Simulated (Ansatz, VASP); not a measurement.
# HfCdO3: VASP beside Ansatz

One calculation is typed for both programs; each brings its own data sets. How far apart do they land? The cell is generated by rule, not measured, and may not be a known phase. The cell is taken from a series of runs on this material, whose earlier steps may have relaxed, scaled, displaced or heated it; both programs get it as it stands.

Main program and level: Ansatz 0.2.0; plane waves, with VASP 6.6.1 beside it; zone-centre phonons at PBEsol.

The structure was built from a prototype and need not be the compound's stable phase.

### Step 1. The starting structure

Symmetry: Pmc2_1, No. 26, orthorhombic system. Conventional cell: a = 3.941 Å, b = 5.751 Å, c = 5.612 Å, α = 90.00°, β = 90.00°, γ = 90.00°. Cd has 6 O at 2.37 to 2.47 Å nearest. Nearest to Hf lie 6 O at 2.02 to 2.24 Å. O has 2 Hf at 2.02 to 2.13 Å and 2 Cd at 2.47 Å nearest. Nearest to O lie 2 Hf at 2.05 to 2.24 Å and 2 Cd at 2.37 Å. Nearest to O lie 2 Hf at 2.02 Å and 2 Cd at 2.37 to 2.45 Å. Farther neighbours and most contacts between anions are not listed.

Structure file:

```xyz
10
Lattice="3.9407 0.0000 0.0000 0.0000 5.7507 0.0000 0.0000 0.0000 5.6119" Properties=species:S:1:pos:R:3 pbc="T T T"
Cd    0.0000    4.0927    2.9197
Cd    0.0000    1.6580    0.1138
Hf    1.9704    4.3632    0.0100
Hf    1.9704    1.3874    2.8159
O     1.9704    0.4138    0.9189
O     1.9704    2.3666    4.6129
O     1.9704    3.3841    1.8070
O     1.9704    5.3369    3.7248
O     0.0000    4.0662    5.2902
O     0.0000    1.6845    2.4842
```

### Step 2. VASP: zone-centre phonons, PBEsol

Second derivatives magnify differences that forces hide, and they need a tight electronic threshold.

Lines of VASP's logs that name or quote its potential files are left out, and so is its time.

INCAR

```
SYSTEM = HfCdO3
PREC = Accurate
ENCUT = 600
EDIFF = 1E-08
NELM = 120
ISMEAR = 0
SIGMA = 0.01
LREAL = .FALSE.
ALGO = Normal
GGA = PS
NBANDS = 50
LASPH = .TRUE.
LORBIT = 11
LWAVE = .FALSE.
LCHARG = .FALSE.
ISIF = 2
IBRION = 8
LEPSILON = .TRUE.
GGA_COMPAT = .FALSE.
EFERMI = MIDGAP
KPAR = 2
```

POSCAR

```
HfCdO3
1.0
    3.9407115655      0.0000000000      0.0000000000
    0.0000000000      5.7506561830      0.0000000000
    0.0000000000      0.0000000000      5.6118664493
Cd Hf O
2 2 6
Direct
    0.0000000000      0.7116848730      0.5202785178
    0.0000000000      0.2883151270      0.0202785178
    0.5000000000      0.7587391796      0.0017753386
    0.5000000000      0.2412608204      0.5017753386
    0.5000000000      0.0719536147      0.1637359367
    0.5000000000      0.4115363197      0.8219894094
    0.5000000000      0.5884636803      0.3219894094
    0.5000000000      0.9280463853      0.6637359367
    0.0000000000      0.7070785696      0.9426755320
    0.0000000000      0.2929214304      0.4426755320
```

KPOINTS

```
Automatic mesh
0
Gamma
6 4 4
0 0 0
```

Potentials, in the order of the species: Cd, Hf_pv and O (PBE family, release 64).

On the command line:

```bash
$ mpirun -np 2 vasp_std
```

Numbers of over 12 decimals in the logs are rounded to 6 here.

Output:

```text
[banner, memory and clock lines left out]
running    2 mpi-ranks, on    1 nodes
 distrk:  each k-point on    1 cores,    2 groups
 distr:  one band on    1 cores,    1 groups

 POSCAR found type information on POSCAR CdHfO
 POSCAR found :  3 types and      10 ions
|                                                                             |
|               ----> ADVICE to this user running VASP <----                  |
|                                                                             |
|     You enforced a specific xc type in the INCAR file but a different       |
|     [... a line on the potential file left out ...]
|     I HOPE YOU KNOW WHAT YOU ARE DOING!                                     |
|                                                                             |

 LDA part: xc-table for (Slater+PW92), standard interpolation
 POSCAR, INCAR and KPOINTS ok, starting setup
 FFT: planning ... GRIDC
 FFT: planning ... GRID_SOFT
 FFT: planning ... GRID
 WAVECAR not read
 entering main loop
       N       E                     dE             d eps       ncg     rms          rms(c)
DAV:   1     0.689027352182E+03    0.68903E+03   -0.47899E+04  3600   0.180E+03
DAV:   2    -0.366163582437E+02   -0.72564E+03   -0.68072E+03  4016   0.457E+02
DAV:   3    -0.926388291245E+02   -0.56022E+02   -0.55431E+02  4202   0.124E+02
DAV:   4    -0.935756548023E+02   -0.93683E+00   -0.93444E+00  4174   0.171E+01
DAV:   5    -0.935891746997E+02   -0.13520E-01   -0.13513E-01  4100   0.193E+00    0.903E+01
DAV:   6    -0.797260433918E+02    0.13863E+02   -0.62983E+01  4744   0.683E+01    0.777E+01
DAV:   7    -0.796814244474E+02    0.44619E-01   -0.58672E+00  3782   0.143E+01    0.398E+01
DAV:   8    -0.795852063805E+02    0.96218E-01   -0.88130E-01  3860   0.547E+00    0.359E+00
DAV:   9    -0.795333390556E+02    0.51867E-01   -0.24809E-01  4160   0.235E+00    0.646E-01
DAV:  10    -0.795344013911E+02   -0.10623E-02   -0.11968E-02  3890   0.671E-01    0.744E-01
DAV:  11    -0.795345884298E+02   -0.18704E-03   -0.73396E-04  4348   0.178E-01    0.221E-01
DAV:  12    -0.795345038761E+02    0.84554E-04   -0.49940E-04  4012   0.102E-01    0.713E-02
DAV:  13    -0.795345088914E+02   -0.50153E-05   -0.31620E-05  3924   0.361E-02    0.136E-02
DAV:  14    -0.795345081937E+02    0.69768E-06   -0.57660E-06  4800   0.158E-02    0.114E-02
DAV:  15    -0.795345086933E+02   -0.49955E-06   -0.15680E-06  3704   0.662E-03    0.249E-03
DAV:  16    -0.795345087841E+02   -0.90811E-07   -0.29090E-07  4286   0.339E-03    0.239E-03
DAV:  17    -0.795345087543E+02    0.29784E-07   -0.66632E-08  3806   0.131E-03    0.600E-04
DAV:  18    -0.795345087554E+02   -0.10659E-08   -0.62589E-09  2120   0.438E-04
   1 F= -.79534509E+02 E0= -.79534509E+02  d E =0.000000E+00
 Linear response reoptimize wavefunctions to high precision
DAV:   1    -0.795345087570E+02   -0.16116E-08   -0.99604E-10  1930   0.177E-04
DAV:   2    -0.795345087569E+02    0.49113E-10   -0.17669E-10  1920   0.594E-05
 Linear response G [H, r] |phi>, progress :
  Direction:   1
       N       E                     dE             d eps       ncg     rms
RMM:   1    -0.347575279188E+03   -0.34758E+03    0.16517E+03  6485   0.181E+02
RMM:   2    -0.329723034604E+03    0.17852E+02   -0.86934E+01  5753   0.359E+01
RMM:   3    -0.330365688717E+03   -0.64265E+00   -0.39348E+00  6258   0.488E+00
RMM:   4    -0.330387457410E+03   -0.21769E-01   -0.23688E-01  6609   0.105E+00
RMM:   5    -0.330388117791E+03   -0.66038E-03   -0.20102E-02  6537   0.256E-01
RMM:   6    -0.330387944636E+03    0.17316E-03   -0.25220E-03  6788   0.699E-02
RMM:   7    -0.330387879360E+03    0.65275E-04   -0.84925E-04  6803   0.231E-02
RMM:   8    -0.330387873866E+03    0.54945E-05   -0.11807E-03  6641   0.954E-03
RMM:   9    -0.330387877439E+03   -0.35730E-05   -0.79314E-04  6175   0.639E-03
RMM:  10    -0.330387885790E+03   -0.83509E-05   -0.88279E-04  5852   0.552E-03
RMM:  11    -0.330387886529E+03   -0.73938E-06   -0.81441E-04  5701   0.527E-03
RMM:  12    -0.330387885915E+03    0.61421E-06   -0.86595E-04  5483   0.520E-03
RMM:  13    -0.330387888662E+03   -0.27473E-05   -0.10010E-03  5267   0.517E-03
 Linear response G [H, r] |phi>, progress :
  Direction:   2
       N       E                     dE             d eps       ncg     rms
RMM:   1    -0.352543826180E+03   -0.35254E+03    0.14250E+03  6244   0.184E+02
RMM:   2    -0.331029122753E+03    0.21515E+02   -0.96759E+01  5595   0.362E+01
RMM:   3    -0.332074941766E+03   -0.10458E+01   -0.59086E+00  6431   0.551E+00
RMM:   4    -0.332108051047E+03   -0.33109E-01   -0.67342E-01  6811   0.124E+00
RMM:   5    -0.332087213452E+03    0.20838E-01   -0.41674E-02  6694   0.313E-01
RMM:   6    -0.332087310747E+03   -0.97295E-04   -0.10789E-02  6830   0.844E-02
RMM:   7    -0.332087124171E+03    0.18658E-03   -0.46564E-03  6974   0.276E-02
[...]
RMM:   2    -0.361447833195E+00    0.76966E-02   -0.12097E-02  7970   0.349E-01    0.213E-01
RMM:   3    -0.362584804221E+00   -0.11370E-02   -0.10085E-03  8186   0.101E-01    0.123E-01
RMM:   4    -0.363857013076E+00   -0.12722E-02   -0.45379E-04  7999   0.816E-02    0.236E-02
RMM:   5    -0.363807934079E+00    0.49079E-04   -0.32190E-05  8764   0.167E-02    0.792E-03
RMM:   6    -0.363761216896E+00    0.46717E-04   -0.14393E-06  8721   0.455E-03    0.221E-03
[...]
RMM:   2    -0.371538847574E+00    0.14953E-01   -0.18441E-02  6262   0.453E-01    0.114E+00
RMM:   3    -0.372573999453E+00   -0.10352E-02   -0.14996E-03  6579   0.127E-01    0.590E-01
RMM:   4    -0.373964226507E+00   -0.13902E-02   -0.68757E-04  6557   0.952E-02    0.938E-02
RMM:   5    -0.374037328775E+00   -0.73102E-04   -0.37302E-05  6643   0.258E-02    0.282E-02
RMM:   6    -0.373994538847E+00    0.42790E-04   -0.24252E-05  6875   0.101E-02    0.108E-02
RMM:   7    -0.373987074435E+00    0.74644E-05   -0.78077E-07  6673   0.208E-03    0.817E-03
RMM:   8    -0.373968035255E+00    0.19039E-04    0.17868E-06  6785   0.197E-03    0.208E-03
RMM:   9    -0.373964515119E+00    0.35201E-05    0.53349E-07  6826   0.514E-04    0.802E-04
RMM:  10    -0.373966922941E+00   -0.24078E-05    0.38733E-07  7009   0.318E-04    0.312E-04
RMM:  11    -0.373967870564E+00   -0.94762E-06    0.61634E-07  7137   0.180E-04    0.733E-05
RMM:  12    -0.373967772650E+00    0.97914E-07    0.62060E-07  7381   0.101E-04    0.659E-05
RMM:  13    -0.373967816389E+00   -0.43739E-07    0.64440E-07  7405   0.835E-05    0.180E-05
RMM:  14    -0.373967841388E+00   -0.24998E-07    0.58678E-07  7346   0.787E-05    0.581E-06
RMM:  15    -0.373967843125E+00   -0.17370E-08    0.60136E-07  6321   0.768E-05    0.231E-06
RMM:  16    -0.373967841511E+00    0.16136E-08    0.59113E-07  6046   0.765E-05    0.135E-06
RMM:  17    -0.373967842777E+00   -0.12660E-08    0.58689E-07  5179   0.762E-05    0.486E-07
RMM:  18    -0.373967843294E+00   -0.51725E-09    0.54970E-07  5049   0.762E-05    0.901E-08
 first order change of Fermi-energy   0.45107E+00
 force on displaced ion       6 direction 3 :   0.000  -5.052 -13.430
 Born effective charge ion    6 direction 3 :   0.000  -0.918  -3.165
 Linear response progress:
  Degree of freedom:  13/ 15
       N       E                     dE             d eps       ncg     rms          rms(c)
RMM:   1    -0.381233293605E+00   -0.38123E+00    0.38329E-01 11569   0.236E+00
RMM:   2    -0.371079019173E+00    0.10154E-01   -0.19806E-02  8260   0.424E-01    0.142E+00
RMM:   3    -0.372642380610E+00   -0.15634E-02   -0.19871E-03  7896   0.145E-01    0.769E-01
RMM:   4    -0.374750114160E+00   -0.21077E-02   -0.80562E-04  7536   0.107E-01    0.862E-02
RMM:   5    -0.374841384176E+00   -0.91270E-04   -0.51984E-05  8970   0.237E-02    0.333E-02
RMM:   6    -0.374754266643E+00    0.87118E-04   -0.53143E-06  8495   0.837E-03    0.175E-02
RMM:   7    -0.374734059275E+00    0.20207E-04   -0.40534E-07  8770   0.240E-03    0.806E-03
RMM:   8    -0.374725413762E+00    0.86455E-05   -0.76994E-08  8841   0.714E-04    0.373E-03
RMM:   9    -0.374727552336E+00   -0.21386E-05   -0.58163E-08  9089   0.310E-04    0.256E-04
RMM:  10    -0.374727116966E+00    0.43537E-06   -0.18867E-08  9297   0.120E-04    0.143E-04
RMM:  11    -0.374727113775E+00    0.31916E-08   -0.50488E-08  9471   0.782E-05    0.984E-05
 first order change of Fermi-energy   0.89641E-04
 force on displaced ion       9 direction 1 : -22.117  -0.021  -0.022
 Born effective charge ion    9 direction 1 :  -4.466   0.001   0.001
 Linear response progress:
  Degree of freedom:  14/ 15
       N       E                     dE             d eps       ncg     rms          rms(c)
RMM:   1    -0.376695306146E+00   -0.37670E+00    0.26201E-01  8854   0.213E+00
RMM:   2    -0.369343241148E+00    0.73521E-02   -0.94703E-03  6148   0.328E-01    0.473E-01
RMM:   3    -0.370399367487E+00   -0.10561E-02   -0.12326E-03  6452   0.117E-01    0.261E-01
RMM:   4    -0.371728674887E+00   -0.13293E-02   -0.66493E-04  6398   0.925E-02    0.557E-02
RMM:   5    -0.371836348432E+00   -0.10767E-03   -0.56782E-05  6613   0.252E-02    0.257E-02
RMM:   6    -0.371749660664E+00    0.86688E-04   -0.85743E-06  6688   0.115E-02    0.488E-03
RMM:   7    -0.371749039852E+00    0.62081E-06   -0.13039E-07  6784   0.227E-03    0.238E-03
RMM:   8    -0.371736072086E+00    0.12968E-04    0.13638E-07  6748   0.111E-03    0.942E-04
RMM:   9    -0.371729773678E+00    0.62984E-05   -0.15096E-08  6896   0.440E-04    0.428E-04
RMM:  10    -0.371730385223E+00   -0.61155E-06   -0.13169E-07  7106   0.184E-04    0.117E-04
RMM:  11    -0.371730402482E+00   -0.17259E-07   -0.17052E-07  7215   0.985E-05    0.297E-05
RMM:  12    -0.371730451291E+00   -0.48809E-07   -0.26367E-08  7444   0.708E-05    0.131E-05
RMM:  13    -0.371730485063E+00   -0.33772E-07   -0.96211E-08  7512   0.661E-05    0.431E-06
RMM:  14    -0.371730482518E+00    0.25455E-08   -0.22181E-08  6914   0.619E-05    0.130E-06
 first order change of Fermi-energy  -0.88071E-01
 force on displaced ion       9 direction 2 :   0.000  -4.850  -1.116
 Born effective charge ion    9 direction 2 :   0.000  -1.793  -0.114
 Linear response progress:
  Degree of freedom:  15/ 15
       N       E                     dE             d eps       ncg     rms          rms(c)
RMM:   1    -0.375175320951E+00   -0.37518E+00    0.28882E-01  8851   0.214E+00
RMM:   2    -0.368667770137E+00    0.65076E-02   -0.90941E-03  6169   0.321E-01    0.519E-01
RMM:   3    -0.369702720005E+00   -0.10349E-02   -0.12568E-03  6498   0.119E-01    0.286E-01
RMM:   4    -0.371084625009E+00   -0.13819E-02   -0.66245E-04  6355   0.949E-02    0.542E-02
RMM:   5    -0.371141064924E+00   -0.56440E-04   -0.55207E-05  6651   0.242E-02    0.275E-02
RMM:   6    -0.371046344677E+00    0.94720E-04   -0.11522E-05  6689   0.122E-02    0.488E-03
RMM:   7    -0.371045079057E+00    0.12656E-05    0.22944E-07  6798   0.257E-03    0.221E-03
RMM:   8    -0.371030902866E+00    0.14176E-04    0.47849E-07  6684   0.117E-03    0.946E-04
RMM:   9    -0.371025341523E+00    0.55613E-05    0.12952E-07  6910   0.412E-04    0.452E-04
RMM:  10    -0.371025983684E+00   -0.64216E-06    0.33474E-08  7117   0.180E-04    0.118E-04
RMM:  11    -0.371025942600E+00    0.41084E-07    0.71663E-08  7187   0.913E-05    0.338E-05
RMM:  12    -0.371025993824E+00   -0.51224E-07    0.12193E-07  7452   0.622E-05    0.139E-05
RMM:  13    -0.371026039009E+00   -0.45185E-07    0.13473E-07  7475   0.573E-05    0.310E-06
RMM:  14    -0.371026037411E+00    0.15983E-08    0.12155E-07  6728   0.532E-05    0.126E-06
RMM:  15    -0.371026036093E+00    0.13174E-08    0.93907E-08  6239   0.527E-05    0.415E-07
 first order change of Fermi-energy  -0.13847E+00
 force on displaced ion       9 direction 3 :   0.000  -1.120  -5.051
 Born effective charge ion    9 direction 3 :   0.000   0.125  -1.894
 Born effective charges drift removed
 Linear response finished
```

[end of part 1 of 3]

[Lines on the potential files, build, host, timing and source positions are cut from VASP's logs without a mark.]

[Logs are printed without paths, hosts, clocks, repeated set-up lines and the standing remarks that a program may print on its own settings, such as how far it seeks lower states.]

[Hosts, paths, dates, database ids (printed as entryN), source tags and the programs' standing remarks are cut or masked in the printed files.]
